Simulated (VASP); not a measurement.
Level of theory: PBE GGA, VASP's PBE PAW potentials (set 64) (plane waves; VASP).

The input files of a VASP run:

POSCAR:
```
Cd2Hg2S4
1
    5.9657412850     0.0000000000     0.0000000000
    0.0000000000     5.9657412850     0.0000000000
    0.0000000000     0.0000000000     5.9549485375
Hg S Cd
2 4 2
Direct
  0.0000000000   0.0000000000   0.0000000000
  0.5000000000   0.5000000000   0.0000000000
  0.2500000000   0.2500000000   0.2535726656
  0.7500000000   0.7500000000   0.2535726656
  0.7500000000   0.2500000000   0.7464273344
  0.2500000000   0.7500000000   0.7464273344
  0.5000000000   0.0000000000   0.5000000000
  1.0000000000   0.5000000000   0.5000000000
```

**KPOINTS**
```
kpoints
0
Gamma
  4 4 4
0 0 0
```

**INCAR**
```
SYSTEM = Cd2Hg2S4
PREC = Accurate
ENCUT = 400
EDIFF = 1E-6
NELM = 100
ALGO = Normal
LREAL = .FALSE.
LASPH = .TRUE.
ISMEAR = 0
SIGMA = 0.05
GGA = PE
LMAXMIX = 6
LWAVE = .TRUE.
LCHARG = .FALSE.
```

POTCAR, in this order: Hg S Cd (PBE.64 set). Program: vasp_std.

Unless said otherwise, spin-orbit coupling is left out, though it shifts the bands of the heavy elements here.

### Question
What does the run give for the energy per atom (σ→0), band gap (on the k-mesh)?

### Answer

| Property | Value |
|---|---|
| energy per atom (σ→0) | -2.671 eV/atom |
| band gap (on the k-mesh) | 0.22 eV |

### OSZICAR
```
...
DAV:   9    -0.213678380039E+02    0.80817E-02   -0.60824E-02  1915   0.222E+00    0.247E-01
DAV:  10    -0.213683787361E+02   -0.54073E-03   -0.35161E-03  1653   0.271E-01    0.163E-01
DAV:  11    -0.213683705098E+02    0.82263E-05   -0.10178E-04  1871   0.459E-02    0.159E-01
DAV:  12    -0.213684173807E+02   -0.46871E-04   -0.12849E-05  1473   0.144E-02    0.135E-01
DAV:  13    -0.213685276123E+02   -0.11023E-03   -0.63686E-04  1593   0.192E-01    0.963E-02
DAV:  14    -0.213685295086E+02   -0.18963E-05   -0.82006E-05  1809   0.530E-02    0.589E-02
DAV:  15    -0.213685290653E+02    0.44337E-06   -0.11780E-06  1027   0.479E-03
   1 F= -.21368529E+02 E0= -.21368523E+02  d E =-.123705E-04
```

The structure was generated: Cd2Hg2S4 was put into an ordered model structure (P-4m2), which need not be its known phase. It was relaxed first, which changed the volume by +7 %.
